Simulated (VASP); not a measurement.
Crystal: C.

```xyz
4
Lattice="2.4610 0.0000 0.0000 -1.2305 2.1313 0.0000 0.0000 0.0000 9.3912" Properties=species:S:1:pos:R:3 pbc="T T T"
C     0.0000    0.0000    2.3478
C     0.0000    1.4209    2.3478
C     0.0000    0.0000    7.0434
C     1.2305    0.7104    7.0434
```

The cell was built by a generator and needn't be a form met in nature.

Base run:

* Program: VASP 6.6.1
* Functional: PBE
* Dispersion: D3(BJ)
* Potentials or basis: VASP PAW PBE potentials, release 64 (C)
* Cutoff: 520 eV
* k mesh: 16 × 16 × 4
* Occupations: fermi-dirac, width 0.05 eV
* Spin: no spin polarisation

Its results: band gap on the k mesh 1.17 eV, direct; pressure 1.1 GPa.

Q: The run is repeated on the same cell with these changes: dispersion from D3(BJ) to D4. What comes out?

A: Band gap on the k mesh 1.17 eV, direct; pressure 0.2 GPa.

A k mesh can miss the band edges.

Not every run made on this cell is shown here.
